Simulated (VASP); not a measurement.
# H3PtC3 (Pm-3m) in VASP: notebook, part 2 of 2

VASP 6.6.1. The steps go on from the part before.

## 4. Single point, PBE (species swapped into the La3GaBr3 type (Pm-3m, No. 221))

INCAR reads:

```
SYSTEM = H3PtC3
  PREC = Accurate
  ENCUT = 520
  EDIFF = 1E-6
  ISMEAR = 0
  SIGMA = 0.1
  LREAL = .FALSE.
  LASPH = .TRUE.
  NELM = 80
  ALGO = Normal
  ISIF = 2
  LWAVE = .FALSE.
  LCHARG = .TRUE.
  GGA = PE
  LELF = .TRUE.
  LVHAR = .TRUE.
  NBANDS = 22
```

KPOINTS reads:

```
regular mesh
0
G
  4 4 4
  0 0 0
```

POSCAR reads:

```
H3PtC3
1.0
    4.3330292300      0.0000000000      0.0000000000
    0.0000000000      4.3330292300      0.0000000000
    0.0000000000      0.0000000000      4.3330292300
H Pt C
3 1 3
Direct
    0.5000000000      0.0000000000      0.0000000000
    0.0000000000      0.5000000000      0.0000000000
    0.0000000000      0.0000000000      0.5000000000
    0.5000000000      0.5000000000      0.5000000000
    0.5000000000      0.5000000000      0.0000000000
    0.0000000000      0.5000000000      0.5000000000
    0.5000000000      0.0000000000      0.5000000000
```

Potentials or basis: VASP PAW PBE potentials, release 64 (H, Pt, C).

Started as:

```bash
cat potpaw_PBE.64/H/POTCAR potpaw_PBE.64/Pt/POTCAR potpaw_PBE.64/C/POTCAR > POTCAR
mpirun -np 1 vasp_std > vasp.out
```

OUTCAR:

```text
SYSTEM = H3PtC3
   PREC = Accurate
   ENCUT = 520
   EDIFF = 1E-6
   ISMEAR = 0
   LREAL = .FALSE.
   LASPH = .TRUE.
   NELM = 80
   ISIF = 2
   GGA = PE

 ion  position               nearest neighbor table
   1  0.500  0.000  0.000-
   2  0.000  0.500  0.000-
   3  0.000  0.000  0.500-
   4  0.500  0.500  0.500-   5 2.17   6 2.17   7 2.17   5 2.17   7 2.17   6 2.17
   5  0.500  0.500  0.000-   4 2.17   4 2.17
   6  0.000  0.500  0.500-   4 2.17   4 2.17
   7  0.500  0.000  0.500-   4 2.17   4 2.17

  LATTYP: Found a simple cubic cell.
 ALAT       =     4.3330292300

  Lattice vectors:

 A1 = (   4.3330292300,   0.0000000000,   0.0000000000)
 A2 = (   0.0000000000,   4.3330292300,   0.0000000000)
 A3 = (   0.0000000000,   0.0000000000,   4.3330292300)

Analysis of symmetry for initial positions (statically):
=====================================================================
 Subroutine PRICEL returns:
[... 167 lines left out ...]
 E-fermi :   2.1307     XC(G=0):  -9.4403

 val. band max:        2.1286685681   @ k =   0.2500   0.0000   0.0000
 cond. band min:       2.1791594037   @ k =   0.2500   0.2500   0.0000
 fundamental gap:      0.0504908356
 Fermi energy:         2.1307219449

 k-point     1 :       0.0000    0.0000    0.0000
  band No.  band energies     occupation
      1     -10.4844      2.00000
      2      -8.3869      2.00000
      3      -8.3869      2.00000
      4      -1.8559      2.00000
      5      -1.8559      2.00000
      6      -1.8558      2.00000
[... 239 lines left out ...]
     21       8.0021      0.00000
     22      12.0370      0.00000

------------------------ aborting loop because EDIFF is reached ----------------------------------------

  FORCE on cell =-STRESS in cart. coord.  units (eV):
  Direction    XX          YY          ZZ          XY          YZ          ZX
  --------------------------------------------------------------------------------------
  -------------------------------------------------------------------------------------
  Total      -11.5643231    -11.5643231    -11.5643231      0.0000000     -0.0000000      0.0000000
  in kB     -227.7487184   -227.7487184   -227.7487184      0.0000000     -0.0000000      0.0000000
  external PRESSURE =    -227.7487184 kB  Pullay stress =       0.0000000 kB

 VOLUME and BASIS-vectors are now :
 -----------------------------------------------------------------------------
  energy-cutoff  :      520.00
  volume of cell :       81.35
      direct lattice vectors                 reciprocal lattice vectors
     4.333029230  0.000000000  0.000000000     0.230785427  0.000000000  0.000000000
     0.000000000  4.333029230  0.000000000     0.000000000  0.230785427  0.000000000
     0.000000000  0.000000000  4.333029230     0.000000000  0.000000000  0.230785427

 POSITION                                       TOTAL-FORCE (eV/Angst)
 -----------------------------------------------------------------------------------
      2.16651      0.00000      0.00000         0.000000      0.000000      0.000000
      0.00000      2.16651      0.00000         0.000000      0.000000      0.000000
      0.00000      0.00000      2.16651         0.000000      0.000000      0.000000
      2.16651      2.16651      2.16651         0.000000      0.000000      0.000000
      2.16651      2.16651      0.00000         0.000000      0.000000      0.000000
      0.00000      2.16651      2.16651         0.000000      0.000000      0.000000
      2.16651      0.00000      2.16651         0.000000      0.000000      0.000000
 -----------------------------------------------------------------------------------
    total drift:                                0.000000     -0.000000     -0.000000

  FREE ENERGIE OF THE ION-ELECTRON SYSTEM (eV)
  ---------------------------------------------------
  free  energy   TOTEN  =       -28.0251284541 eV

  energy  without entropy=      -27.9905506474  energy(sigma->0) =      -28.00783955
```

stdout:

```text
POSCAR found type information on POSCAR H PtC
 POSCAR found :  3 types and       7 ions
 scaLAPACK will be used
 LDA part: xc-table for (Slater+PW92), standard interpolation
 POSCAR, INCAR and KPOINTS ok, starting setup
 FFT: planning ... GRIDC
 FFT: planning ... GRID_SOFT
 FFT: planning ... GRID
 WAVECAR not read
 entering main loop
```

Run time: 8.8 s. Hardware: 1 thread of Intel Xeon 6975P-C (Granite Rapids), shared host; peak memory 0.17 GiB.

Results:

```yaml
Free_energy: -28.0251 eV
Pressure: -22.8 GPa
Band_gap_on_the_k_mesh: none (metal or under the smearing width)
```

Levels at points of the mesh, in eV from the Fermi level:
| k point | band 10 | band 11 | band 12 | band 13 | band 14 | band 15 |
| --- | --- | --- | --- | --- | --- | --- |
| (0.00, 0.00, 0.00) | -1.35 | -1.35 | -0.59 | -0.26 | -0.26 | -0.26 |
| (0.50, 0.00, 0.00) | -2.75 | -2.75 | -0.82 | -0.33 | 0.14 | 0.14 |
| (0.50, 0.50, 0.00) | -2.69 | -2.05 | -1.83 | 0.59 | 0.73 | 0.73 |
| (0.50, 0.50, 0.50) | -1.76 | -1.76 | -1.76 | 1.20 | 1.20 | 1.20 |

Caveat: the k mesh is coarse (spacing up to 0.36 Å⁻¹), so the values aren't converged; so large a pressure means that the cell lies far from this level's equilibrium, or that cutoff or potentials fall short. Spin-orbit coupling is left out, which matters for the levels of Pt.

## 5. Overview

```csv
task,cell,k mesh,cutoff (eV),mesh quality,gap on the mesh (eV),pressure (GPa)
single point,"species swapped into the La3GaBr3 type (Pm-3m, No. 221)",10 × 10 × 10,520,not flagged,none,-0.1
relaxation of cell and atoms,"relaxed from: species swapped into the La3GaBr3 type (Pm-3m, No. 221)",10 × 10 × 10,600,not flagged,-,0.0
single point,"species swapped into the La3GaBr3 type (Pm-3m, No. 221)",4 × 4 × 4,520,coarse,none,-22.8
```

Alike in all rows: level PBE; potentials or basis VASP PAW PBE potentials, release 64 (H, Pt, C); no spin polarisation; smearing gaussian 0.1 eV.

Caveats: some runs use coarse meshes; the bands computed are all filled at some k points, so no gap is given (some runs); so large a pressure means that the cell lies far from this level's equilibrium, or that cutoff or potentials fall short (some runs).

Total energies depend on the potentials used, so only differences within one code and one set of settings carry meaning.
